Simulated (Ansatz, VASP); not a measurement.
## Ti9Al44O84 (glassy 29TiO2-71Al2O3 (mol %)) in two plane-wave programs

Wanted: the spread between two codes on one cell, functional and k mesh. Of the first pair: The structure shown is the start of the Ansatz relaxation below; VASP solves that cell, so the two are compared at the walk's first step.

Method: plane waves, with VASP 6.6.1 beside it; single point at LDA, in Ansatz 0.2.0.

### Step 1. Starting point

The cell holds 137 atoms: 9 Ti, 44 Al and 84 O. Cell: a = 10.941 Å, b = 11.414 Å, c = 11.675 Å, α = 89.3°, β = 92.2°, γ = 91.4°. As first built, before any earlier steps moved the atoms (in the runner's words): 137 atoms (9 Ti, 44 Al, 84 O) placed at random at 3.12 g/cm^3, melted at 4000 K for 10 ps at fixed volume with the Morse and Coulomb pair potential with partial charges (Pedone, Malavasi, Menziani, Cormack and Segre, J. Phys. Chem. B 110, 11780 (2006)). Quenched from 4000 K to 300 K at 100 K/ps and fixed volume, held 10 ps at zero pressure.

### Step 2. Ansatz: relaxation, LDA

Ansatz runs on its PAW soft_1 files.

The two programs are compared at the cell with which this relaxation starts, whose forces are those of its first step.

File input.yaml:

```yaml
crystal:
  lattice:
    - [10.9378, -0.1402, -0.21206]
    - [-0.1402, 11.41273, 0.06666]
    - [-0.21206, 0.06666, 11.67247]
  atoms:
    - { symbol: Ti, position: [0.17165, 0.93968, 0.44939] }
    - { symbol: Ti, position: [0.78608, 0.6625, 0.02683] }
    - { symbol: Ti, position: [0.36484, 0.64233, 0.21145] }
    - { symbol: Ti, position: [0.2144, 0.96415, 0.07615] }
    - { symbol: Ti, position: [0.10231, 0.88067, 0.84313] }
    - { symbol: Ti, position: [0.93782, 0.05358, 0.62596] }
    - { symbol: Ti, position: [0.58509, 0.28696, 0.87454] }
    - { symbol: Ti, position: [0.8805, 0.59774, 0.31492] }
    - { symbol: Ti, position: [0.0086, 0.62787, 0.86483] }
    - { symbol: Al, position: [0.56233, 0.5527, 0.40935] }
    - { symbol: Al, position: [0.3184, 0.32833, 0.43644] }
    - { symbol: Al, position: [0.70734, 0.94607, 0.07948] }
    - { symbol: Al, position: [0.47526, 0.10137, 0.5045] }
    - { symbol: Al, position: [0.21602, 0.13506, 0.6272] }
    - { symbol: Al, position: [0.93482, 0.03735, 0.05392] }
    - { symbol: Al, position: [0.09698, 0.11756, 0.27369] }
    - { symbol: Al, position: [0.36538, 0.02734, 0.85698] }
    - { symbol: Al, position: [0.67475, 0.74756, 0.30745] }
    - { symbol: Al, position: [0.18017, 0.47015, 0.02907] }
    - { symbol: Al, position: [0.95609, 0.32437, 0.20966] }
    - { symbol: Al, position: [0.79987, 0.16266, 0.38383] }
    - { symbol: Al, position: [0.54195, 0.2943, 0.33263] }
    - { symbol: Al, position: [0.88914, 0.91712, 0.2996] }
    - { symbol: Al, position: [0.13061, 0.23716, 0.06818] }
    - { symbol: Al, position: [0.3683, 0.09384, 0.27818] }
    - { symbol: Al, position: [0.71613, 0.26167, 0.14055] }
    - { symbol: Al, position: [0.33387, 0.56871, 0.55133] }
    - { symbol: Al, position: [0.47629, 0.86415, 0.14131] }
    - { symbol: Al, position: [0.09197, 0.69584, 0.13376] }
    - { symbol: Al, position: [0.50328, 0.10727, 0.07403] }
[... 101 atom lines left out ...]
    - { symbol: O, position: [0.32067, 0.54506, 0.91088] }
    - { symbol: O, position: [0.81245, 0.11652, 0.7187] }
    - { symbol: O, position: [0.78034, 0.00992, 0.35788] }
    - { symbol: O, position: [0.41226, 0.21013, 0.40111] }
    - { symbol: O, position: [0.61504, 0.82766, 0.42558] }
    - { symbol: O, position: [0.60405, 0.23997, 0.02071] }
kpoints:
  mp_grid: { grid: [1, 1, 1] }
hamiltonian:
  xc: lda
  pseudopotentials: { kind: paw, azcp: { folder: soft_1 }, xc_functional: pbe }
scf:
  occupations: { method: fixed }
output:
  forces: true
  eigenvalues: true
  stress: true
relax:
  f_tol: 0.05
  max_steps: 70
```

The run is started by

```bash
$ ansatz run input.yaml --threads 4 --pin off --max-ram 8192MiB --backend cpu --events-out ev --progress --plain --runs-dir out
```

Numbers of over 12 decimals in the logs are rounded to 6 here.

Log:

```text
Warning: output.stress: scf.convergence.dr2_threshold = 1e-7 eV (the SCF's general default) is looser than the 1.08e-8 eV advised for a printed stress (1e-10 eV for each atom of the cell: 137, of which 108 are counted). What an SCF threshold leaves in a stress goes as its square root, and in the free energy as the threshold itself, and one threshold admits the most on a small cell: [figures from the program's tests c [...]
Engine: ansatz 0.2.0, aarch64-unknown-linux-gnu
Pseudopotentials: kind: paw
Pseudopotential: Ti, paw, valence charge 12, recommended cutoff 420 eV (normal), soft_1/Ti.paw.azcp
Pseudopotential: Al, paw, valence charge 3, recommended cutoff 420 eV (normal), soft_1/Al.paw.azcp
Pseudopotential: O, paw, valence charge 6, recommended cutoff 420 eV (normal), soft_1/O.paw.azcp
Functional definition: SPW92
  exchange = slater_x
  correlation = pw_c
Crystal: 137 atoms, lattice volume = 1456.289 Å³
Basis set: ecut = 420 eV, 28469 PW (Γ)
Bands: 509, of which v1, the nominal top of the filled ones, is band 372 counted from 1 (371 counted from 0)
Symmetry: 1 space group operations
Space group: P1 (ITA 1), of the structure as read, at distance tolerance 1.1e-4 Å
k-points: 1
Non-local potential: Ti, projectors of the file, l = 0: 3, l = 1: 2, l = 2: 3, l = 3: 1
Non-local potential: Al, projectors of the file, l = 0: 2, l = 1: 2, l = 2: 1
Non-local potential: O, projectors of the file, l = 0: 2, l = 1: 2, l = 2: 1
PAW form: soft (Blöchl's): semilocal exchange-correlation on the pseudo side does not see the compensation charge
PAW frozen core: Ti, regenerated for the run's functional, and the local potential with it (the file was generated under x = pbe(κ = 0.804, μ = 0.219515), c = pbe(β = 0.066725))
PAW frozen core: Al, regenerated for the run's functional, and the local potential with it (the file was generated under x = pbe(κ = 0.804, μ = 0.219515), c = pbe(β = 0.066725))
PAW frozen core: O, regenerated for the run's functional, and the local potential with it (the file was generated under x = pbe(κ = 0.804, μ = 0.219515), c = pbe(β = 0.066725))
PAW one-centre angular grid: Ti, 590 points (default); XC on 64 Gauss nodes
PAW one-centre angular grid: Al, 110 points (default); XC on 64 Gauss nodes
PAW one-centre angular grid: O, 110 points (default); XC on 64 Gauss nodes
Initial density: superposition of atomic densities (chi_scale 0.1, normalization cell, long waves kept (reshape's long-wave potential 0.82 eV rms))
Initial wavefunctions: pseudopotential atomic-orbital guess
Functional: x = slater, c = lda
SCF iter   1: F=—  HF=-91526.184870 eV  |F-HF|=—  |Δ(HF+E_count)|=         —  Δρ=1.34e-1  dr2=6.07e2  ethr=3.10e-3  ⟨swp⟩=4.0  Hψ=1672  notcnv=0  defer=127
preconditioner: auto → Resta (q_TF=auto, 2.439 Å⁻¹)  ε∞=4.3  [insulator: Δε(μ)=0.042 eV  Ē_g=13.798 eV  n_scr=360 (ndim 8)  ℏωp=25.2 eV  f_vac=0.005  ε∞_Penn≈4.3]
SCF iter   2: F=—  HF=-91503.259423 eV  |F-HF|=—  |Δ(HF+E_count)|=    2.29e1  Δρ=9.73e-2  dr2=1.58e2  ethr=3.10e-3  ⟨swp⟩=3.0  Hψ=1316  notcnv=0  defer=130
SCF iter   3: F=—  HF=-91465.204526 eV  |F-HF|=—  |Δ(HF+E_count)|=    3.81e1  Δρ=4.24e-2  dr2=3.27e1  ethr=3.10e-3  ⟨swp⟩=2.0  Hψ=962  notcnv=0  defer=130
SCF iter   4: F=—  HF=-91457.916885 eV  |F-HF|=—  |Δ(HF+E_count)|=    7.29e0  Δρ=2.52e-2  dr2=1.08e1  ethr=3.10e-3  ⟨swp⟩=3.0  Hψ=965  notcnv=0  defer=134
SCF iter   5: F=—  HF=-91456.342293 eV  |F-HF|=—  |Δ(HF+E_count)|=    1.57e0  Δρ=1.39e-2  dr2=2.98e0  ethr=1.45e-3  ⟨swp⟩=3.0  Hψ=956  notcnv=0  defer=132
SCF iter   6: F=—  HF=-91455.886702 eV  |F-HF|=—  |Δ(HF+E_count)|=   4.56e-1  Δρ=5.20e-3  dr2=4.59e-1  ethr=4.01e-4  ⟨swp⟩=3.0  Hψ=654  notcnv=0  defer=134
SCF iter   7: F=—  HF=-91455.825651 eV  |F-HF|=—  |Δ(HF+E_count)|=   6.11e-2  Δρ=2.11e-3  dr2=7.67e-2  ethr=6.17e-5  ⟨swp⟩=2.0  Hψ=846  notcnv=0  defer=135
SCF iter   8: F=—  HF=-91455.818120 eV  |F-HF|=—  |Δ(HF+E_count)|=   7.53e-3  Δρ=9.84e-4  dr2=1.68e-2  ethr=1.03e-5  ⟨swp⟩=3.0  Hψ=640  notcnv=0  defer=135
[...]
- { symbol: Al, position: [0.873109, 0.411883, 0.931022] }
    - { symbol: Al, position: [0.790632, 0.780234, 0.765418] }
    - { symbol: Al, position: [0.359785, 0.462020, 0.782912] }
    - { symbol: Al, position: [0.380804, 0.359073, 0.158823] }
    - { symbol: Al, position: [0.850319, 0.379649, 0.661532] }
    - { symbol: Al, position: [0.135482, 0.670958, 0.392647] }
    - { symbol: Al, position: [0.461471, 0.628327, 0.975750] }
    - { symbol: Al, position: [0.682058, 0.534859, 0.782786] }
    - { symbol: Al, position: [0.369293, 0.899814, 0.641262] }
    - { symbol: Al, position: [0.042163, 0.535444, 0.578718] }
    - { symbol: Al, position: [0.801027, 0.632771, 0.550101] }
    - { symbol: Al, position: [0.550647, 0.817914, 0.779975] }
    - { symbol: Al, position: [0.291560, 0.250418, 0.885730] }
    - { symbol: Al, position: [0.627601, 0.023691, 0.305315] }
    - { symbol: Al, position: [0.737849, 0.045534, 0.831809] }
    - { symbol: Al, position: [0.605520, 0.522371, 0.156208] }
    - { symbol: Al, position: [0.076738, 0.292331, 0.787163] }
    - { symbol: Al, position: [0.672181, 0.886688, 0.564564] }
    - { symbol: Al, position: [0.449018, 0.794925, 0.429923] }
    - { symbol: Al, position: [0.546256, 0.371008, 0.593587] }
    - { symbol: Al, position: [0.661655, 0.163301, 0.651330] }
    - { symbol: Al, position: [0.040596, 0.260422, 0.500853] }
    - { symbol: Al, position: [0.293364, 0.695212, 0.807743] }
    - { symbol: O, position: [0.662862, 0.688057, 0.797854] }
    - { symbol: O, position: [0.446117, 0.733368, 0.858797] }
    - { symbol: O, position: [0.698342, 0.903984, 0.783385] }
    - { symbol: O, position: [0.902035, 0.173454, 0.502823] }
    - { symbol: O, position: [0.379877, 0.418342, 0.548573] }
    - { symbol: O, position: [0.575969, 0.407503, 0.442608] }
    - { symbol: O, position: [0.757995, 0.602686, 0.183695] }
    - { symbol: O, position: [0.033903, 0.656391, 0.271209] }
    - { symbol: O, position: [0.784215, 0.524092, 0.659609] }
    - { symbol: O, position: [0.481186, 0.012238, 0.366080] }
    - { symbol: O, position: [0.382333, 0.993586, 0.154295] }
    - { symbol: O, position: [0.989676, 0.157833, 0.129208] }
    - { symbol: O, position: [0.712573, 0.310103, 0.623226] }
    - { symbol: O, position: [0.260544, 0.932333, 0.929309] }
    - { symbol: O, position: [0.438450, 0.211919, 0.188643] }
    - { symbol: O, position: [0.832706, 0.566091, 0.894677] }
    - { symbol: O, position: [0.038910, 0.479712, 0.944259] }
    - { symbol: O, position: [0.640876, 0.180608, 0.382781] }
    - { symbol: O, position: [0.940152, 0.609817, 0.482485] }
    - { symbol: O, position: [0.454762, 0.637780, 0.478986] }
    - { symbol: O, position: [0.549168, 0.959836, 0.024532] }
    - { symbol: O, position: [0.222402, 0.366290, 0.784744] }
    - { symbol: O, position: [0.453090, 0.948416, 0.773919] }
    - { symbol: O, position: [0.208709, 0.594606, 0.112128] }
[...]
- { symbol: O, position: [0.715917, 0.611553, 0.419964] }
    - { symbol: O, position: [0.065596, 0.201263, 0.665711] }
    - { symbol: O, position: [0.336373, 0.552101, 0.905396] }
    - { symbol: O, position: [0.814425, 0.112993, 0.717761] }
    - { symbol: O, position: [0.779753, 0.011793, 0.355947] }
    - { symbol: O, position: [0.415174, 0.210184, 0.402245] }
    - { symbol: O, position: [0.612420, 0.825882, 0.428628] }
    - { symbol: O, position: [0.602077, 0.240771, 0.019803] }
```

Reading the cycles: dr2 is the Hartree energy of the density residual (eV), the measure of convergence; HF is the Harris–Foulkes estimate of the energy, which meets the free energy F at convergence.

### Step 3. VASP: single point, LDA, start cell, pair 1

The same cell, functional (in two slightly different forms) and mesh now go to VASP, with its own data sets.

Lines of VASP's logs that name or quote its potential files are left out, and so is its time.

File INCAR:

```
SYSTEM = Ti9Al44O84
PREC = Accurate
ENCUT = 520
EDIFF = 1E-06
NELM = 120
ISMEAR = 0
SIGMA = 0.01
LREAL = Auto
ALGO = Normal
GGA = CA
NBANDS = 467
LASPH = .TRUE.
LORBIT = 11
LWAVE = .FALSE.
LCHARG = .FALSE.
ISIF = 2
GGA_COMPAT = .FALSE.
EFERMI = MIDGAP
```

File POSCAR:

```
Ti9Al44O84
1.0
   10.9378000000     -0.1402000000     -0.2120600000
   -0.1402000000     11.4127300000      0.0666600000
   -0.2120600000      0.0666600000     11.6724700000
Ti Al O
9 44 84
Direct
    0.1716469630      0.9396795283      0.4493873548
    0.7860786629      0.6624988028      0.0268266846
    0.3648444015      0.6423314918      0.2114506258
    0.2143962071      0.9641498558      0.0761530876
    0.1023115840      0.8806693180      0.8431283848
    0.9378167975      0.0535766119      0.6259602306
    0.5850890708      0.2869631222      0.8745402667
    0.8804956009      0.5977406843      0.3149181367
    0.0085961683      0.6278739448      0.8648271382
    0.5623338676      0.5527031703      0.4093482636
    0.3183988917      0.3283304198      0.4364400305
    0.7073354767      0.9460725235      0.0794803813
    0.4752597074      0.1013694042      0.5044970164
    0.2160159900      0.1350576160      0.6272027609
    0.9348196346      0.0373501858      0.0539173019
    0.0969774625      0.1175575099      0.2736891726
    0.3653809466      0.0273379109      0.8569788861
    0.6747522356      0.7475604790      0.3074461170
    0.1801715903      0.4701523628      0.0290741232
    0.9560914440      0.3243718393      0.2096579494
    0.7998683503      0.1626565463      0.3838328475
    0.5419461647      0.2943036220      0.3326294113
    0.8891380998      0.9171237363      0.2996036963
    0.1306119732      0.2371621121      0.0681765169
    0.3682959493      0.0938418439      0.2781797976
    0.7161302902      0.2616668111      0.1405460781
    0.3338741448      0.5687120830      0.5513306955
    0.4762858944      0.8641539567      0.1413065687
    0.0919675431      0.6958437956      0.1337606942
    0.5032764470      0.1072683520      0.0740266880
[... 101 atom lines left out ...]
    0.3206659171      0.5450613334      0.9108840396
    0.8124525744      0.1165187654      0.7187014875
    0.7803381613      0.0099228914      0.3578777286
    0.4122601581      0.2101303580      0.4011076147
    0.6150401476      0.8276599515      0.4255786137
    0.6040460396      0.2399694858      0.0207066403
```

File KPOINTS:

```
Automatic mesh
0
Gamma
1 1 1
0 0 0
```

The projector-augmented-wave data sets are Ti_sv, Al and O (LDA family, release 64).

The run is started by

```bash
$ export OMP_NUM_THREADS=3
$ mpirun -np 1 vasp_gam
```

Log:

```text
[banner, memory and clock lines left out]
running    1 mpi-ranks, on    1 nodes
[...]
Offloading initialized ...    1 GPUs detected
[...]
LDA part: xc-table for (Slater(with rela. corr.)+CA(PZ))
 , standard interpolation
 POSCAR, INCAR and KPOINTS ok, starting setup
[...]
entering main loop
       N       E                     dE             d eps       ncg     rms          rms(c)
DAV:   1     0.892560581549E+04    0.89256E+04   -0.42585E+05   934   0.169E+03
DAV:   2     0.112628888486E+02   -0.89143E+04   -0.83851E+04  1054   0.455E+02
DAV:   3    -0.125803677763E+04   -0.12693E+04   -0.12484E+04  1073   0.183E+02
DAV:   4    -0.133657999618E+04   -0.78543E+02   -0.78173E+02  1284   0.465E+01
[...]
DAV:  19    -0.114860744660E+04    0.76235E-05   -0.26714E-05  1084   0.118E-02    0.111E-02
DAV:  20    -0.114860744378E+04    0.28181E-05   -0.99471E-06  1036   0.997E-03    0.642E-03
DAV:  21    -0.114860744339E+04    0.38393E-06   -0.42470E-06   972   0.532E-03
   1 F= -.11486074E+04 E0= -.11486074E+04  d E =0.000000E+00
```

OUTCAR, selected parts (step 3):

```text
  FREE ENERGIE OF THE ION-ELECTRON SYSTEM (eV)
  ---------------------------------------------------
  free  energy   TOTEN  =     -1148.6074433930 eV

  energy  without entropy=    -1148.6074433930  energy(sigma->0) =    -1148.60744339
```

This run has no spin polarisation, so a moment on Ti, if there is one, isn't seen.

### Step 4. Differences

Known differences besides the potentials themselves: the two LDA forms differ slightly; fixed occupations in Ansatz, narrow Gaussian smearing in VASP; the cutoff is 420 eV in Ansatz and 520 eV in VASP (PREC = Accurate, projectors in real space); VASP's log shows a relativistic correction to its local exchange, Ansatz's none. Total energies have different zeros and are not compared.

Forces on 8 of the 137 atoms, those with the largest forces and the largest differences (eV/Å; atoms numbered as in POSCAR):

| atom | Ansatz x, y, z | VASP x, y, z |
| --- | --- | --- |
| Ti6 | -0.254, -0.196, -0.055 | -0.083, -0.046, -0.005 |
| Ti8 | 0.215, -0.235, -0.144 | 0.112, -0.050, -0.080 |
| O74 | 0.093, 0.084, 0.334 | 0.066, 0.074, 0.282 |
| O83 | -0.004, 0.174, -0.288 | -0.032, 0.066, -0.206 |
| O94 | 0.392, 0.126, -0.131 | 0.283, 0.057, -0.100 |
| O99 | 0.179, 0.329, 0.235 | 0.039, 0.177, 0.148 |
| O120 | -0.072, 0.396, -0.004 | -0.025, 0.203, -0.041 |
| O126 | 0.146, -0.370, 0.161 | 0.071, -0.154, 0.131 |

The forces differ by 40 meV/Å r.m.s., which is 52.4 % of the r.m.s. force of 0.077 eV/Å (both taken over all components).

### Step 5. Ansatz: relaxation, LDA

This run makes the geometry at which the two programs are then compared.

The structure compared here is the end of the Ansatz relaxation.

input.yaml is that of step 2.

The run is started by

```bash
$ ansatz run input.yaml --threads 4 --pin off --max-ram 8192MiB --backend cpu --events-out ev --progress --plain --runs-dir out
```

Log:

```text
[...]
Crystal: 137 atoms, lattice volume = 1456.289 Å³
Basis set: ecut = 420 eV, 28469 PW (Γ)
Bands: 509, of which v1, the nominal top of the filled ones, is band 372 counted from 1 (371 counted from 0)
Symmetry: 1 space group operations
[...]
k-points: 1
[...]
SCF iter   1: F=—  HF=-91526.184870 eV  |F-HF|=—  |Δ(HF+E_count)|=         —  Δρ=1.34e-1  dr2=6.07e2  ethr=3.10e-3  ⟨swp⟩=4.0  Hψ=1672  notcnv=0  defer=127
[...]
- { symbol: O, position: [0.446117, 0.733368, 0.858797] }
    - { symbol: O, position: [0.698342, 0.903984, 0.783385] }
    - { symbol: O, position: [0.902035, 0.173454, 0.502823] }
    - { symbol: O, position: [0.379877, 0.418342, 0.548573] }
    - { symbol: O, position: [0.575969, 0.407503, 0.442608] }
    - { symbol: O, position: [0.757995, 0.602686, 0.183695] }
    - { symbol: O, position: [0.033903, 0.656391, 0.271209] }
[...]
- { symbol: O, position: [0.779753, 0.011793, 0.355947] }
    - { symbol: O, position: [0.415174, 0.210184, 0.402245] }
    - { symbol: O, position: [0.612420, 0.825882, 0.428628] }
    - { symbol: O, position: [0.602077, 0.240771, 0.019803] }
```

(Part 1 of 2 ends here.)

[Lines on the potential files, build, host, timing and source positions are cut from VASP's logs without a mark.]

[Logs are printed without paths, hosts, clocks, repeated set-up lines and the standing remarks that a program may print on its own settings, such as how far it seeks lower states.]

[Hosts, paths, dates, database ids (printed as entryN), source tags and the programs' standing remarks are cut or masked in the printed files.]
